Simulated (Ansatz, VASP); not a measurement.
## One calculation of Cd4Te3O, two programs

```
Cd Te O
1.0
     4.56888    0.00000    0.00000
     0.00000    4.56888    0.00000
     0.00000    0.00000   10.66509
Cd Te O
4 3 1
Direct
  0.50000 0.00000 0.01682
  0.50000 0.00000 0.45339
  0.00000 0.50000 0.01682
  0.00000 0.50000 0.45339
  0.50000 0.50000 0.84649
  0.00000 0.00000 0.19006
  0.00000 0.00000 0.62171
  0.50000 0.50000 0.40133
```

Change from the starting cell: species swapped into the Fe4Te3S type (P4mm, No. 99).

Alike in both runs: functional PBE; k mesh 3 × 3 × 1; occupations gaussian, width 0.15 eV; no spin polarisation.

Ansatz relaxed the structure, and its values are those at the end. VASP's run is a single point on that final structure, the one shown.

|  | VASP | Ansatz |
| --- | --- | --- |
| version | VASP 6.6.1 | Ansatz 0.2.0 |
| potentials or method | VASP PAW PBE potentials, release 64 (Cd, Te, O) | scalar-relativistic, plane waves, PAW |
| plane-wave cutoff (eV) | 520 | 420 |
| valence electrons in the cell | 72 | 134 |

|  | VASP | Ansatz | Ansatz less VASP |
| --- | --- | --- | --- |
| gap on the k mesh at the Fermi level (eV) | 0.69 | 0.70 | +0.009 |
| least direct gap on the mesh (eV) | 0.69 | 0.70 | +0.009 |
| pressure (GPa) | 0.5 | 0.2 | -0.27 |
| rms of the force components (eV/Å) | 0.012 | 0.016 | +0.0049 |

The two sets of potentials don't hold the same shells in valence.

Caveats: the k mesh is coarse (spacing up to 0.59 Å⁻¹), so the values aren't converged; spin-orbit coupling is left out, which moves the levels of the heavy elements.
